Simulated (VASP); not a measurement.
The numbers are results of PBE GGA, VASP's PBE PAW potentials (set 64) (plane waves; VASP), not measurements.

VASP input:

KPOINTS:
```
Regular mesh
0
Gamma
 12 12 1
0 0 0
```

File POSCAR:
```
Ni2N
2.61890
  1.0000000000   0.0000000000   0.0000000000
 -0.5000000000   0.8660254305   0.0000000000
  0.0000000000   0.0000000000   6.1588162969
N Ni
1 2
Cartesian
  0.0163210000   0.0039282914   3.0759653701
  0.0022740000   0.5679793145   3.4781175979
  0.4814050000   0.2941178247   2.6841414773
```

### INCAR
```
# general
SYSTEM  = Ni2N
PREC    = Accurate
ENCUT   = 400
LREAL   = .FALSE.   # projection in real space or not
LASPH   = .TRUE.   # aspherical one-centre terms

# electronic loop
EDIFF   = 1E-6
NELM    = 100
ALGO    = Normal
LMAXMIX = 4   # l cut-off of mixed one-centre charges

# smearing
ISMEAR  = 0
SIGMA   = 0.136   # width (eV)

# functional
GGA     = PE   # PBE

# spin
ISPIN   = 2
MAGMOM  = 0.0 2*2.0

# ions
ISIF    = 2   # forces and stress, cell fixed

# output
LWAVE   = .FALSE.
LCHARG  = .FALSE.
LORBIT  = 11   # lm-projected
```

POTCAR, in this order: N Ni (PBE.64 set). Program: vasp_std.

Task: What will the output report for the number of irreducible k-points (NKPTS), largest plane-wave count, number of space-group operations, FFT grid (NGX, NGY, NGZ)?

Result: 
| Quantity | Value |
|---|---|
| number of irreducible k-points (NKPTS) | 74 |
| largest plane-wave count | 1787 |
| number of space-group operations | 1 |
| FFT grid (NGX, NGY, NGZ) | 18 × 18 × 108 |

The cell is a sheet with vacuum, built from a generated structure.
